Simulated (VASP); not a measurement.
An input for Quantum ESPRESSO's pw.x (written as the equivalent of a VASP run, and not itself run):

```
&CONTROL
  calculation = 'vc-relax'
  pseudo_dir = './pseudo'
  outdir = './out'
  tprnfor = .true.
  tstress = .true.
  nstep = 40
  forc_conv_thr = 0.00078
/
&SYSTEM
  ibrav = 0
  nat = 2
  ntyp = 2
  ecutwfc = 90
  occupations = 'smearing'
  smearing = 'methfessel-paxton'
  degauss = 0.00735
  input_dft = 'pz'
/
&ELECTRONS
  conv_thr = 7.3e-08
  electron_maxstep = 100
/
&IONS
/
&CELL
/
ATOMIC_SPECIES
  Al 26.982 Al.upf
  Fe 55.845 Fe.upf
CELL_PARAMETERS angstrom
     2.8121748    0.0000000    0.0000000
     0.0000000    2.8121748    0.0000000
     0.0000000    0.0000000    2.8121748
ATOMIC_POSITIONS crystal
  Al   0.5000000  0.5000000  0.5000000
  Fe   0.0000000  0.0000000  0.0000000
K_POINTS automatic
  13 13 13 0 0 0
```

Question: Write the VASP files for the same calculation (LDA).

Answer: This is not unique; one that fits is 
### KPOINTS
```
Regular mesh
0
gamma
13 13 13
```

### INCAR
```
LASPH = .TRUE.   ! aspherical one-centre terms
SIGMA = 0.1   ! width (eV)
ISIF = 3   ! ions, shape and volume
NSW = 40
ISMEAR = 1   ! Methfessel-Paxton
ENCUT = 500   ! plane-wave cut-off (eV)
EDIFFG = -0.02   ! ionic stop
LMAXMIX = 4   ! l cut-off of mixed one-centre charges
NELM = 100
ALGO = Normal   ! blocked Davidson
LCHARG = .FALSE.
SYSTEM = FeAl
LREAL = .FALSE.   ! projection in real space or not
IBRION = 2   ! conjugate gradients
EDIFF = 1E-6   ! SCF stop (eV)
PREC = Accurate
LWAVE = .FALSE.
```

**POSCAR**
```
FeAl
1
    2.8121747886     0.0000000000     0.0000000000
    0.0000000000     2.8121747886     0.0000000000
    0.0000000000     0.0000000000     2.8121747886
Al Fe
1 1
Direct
  0.5000000000   0.5000000000   0.5000000000
  0.0000000000   0.0000000000   0.0000000000
```

POTCAR, in this order: Al Fe (LDA.64 set). Program: vasp_std.

The two are equivalent in intent, not identical: the potentials are each code's own (VASP's PAW set, PseudoDojo norm-conserving files in pw.x), so ENCUT and ecutwfc are chosen apart and not converted; conv_thr bounds pw.x's estimated SCF error, while EDIFF bounds the energy change between steps; forc_conv_thr acts on force components and is met together with etot_conv_thr.

The compound is FeAl in the CsCl type structure. This run relaxes it. Symmetry was kept, so distortions that lower it aren't found.
